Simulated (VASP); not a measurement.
Input:

```yaml
crystal:
  lattice:
    - [0.00000, 1.81788, 1.81788]
    - [1.81788, 0.00000, 1.81788]
    - [1.81788, 1.81788, 0.00000]
  atoms:
    - { symbol: Li, position: [0.00000, 0.00000, 0.00000] }
    - { symbol: F, position: [0.50000, 0.50000, 0.50000] }
```

Method: PBE GGA, VASP's PBE PAW potentials (set 64) (plane waves; VASP). Run with 620 eV cut-off, 12×12×12 Γ-centred mesh, Gaussian smearing of 0.050 eV, potentials Li_sv F.

Problem. Predict the energy per atom (σ→0), pressure, band gap (on the k-mesh) with the smallest direct gap where there is one.

Solution. 
```yaml
band gap (on the k-mesh): 12.42 eV
smallest direct gap (on the k-mesh): 12.42 eV
energy per atom (σ→0): -4.562 eV/atom
pressure: 45.18 GPa
```

Total energies compare only between runs with the same potentials, cut-off and functional.

The compound is LiF in the rock salt structure. It was relaxed first under an external pressure of 45 GPa.
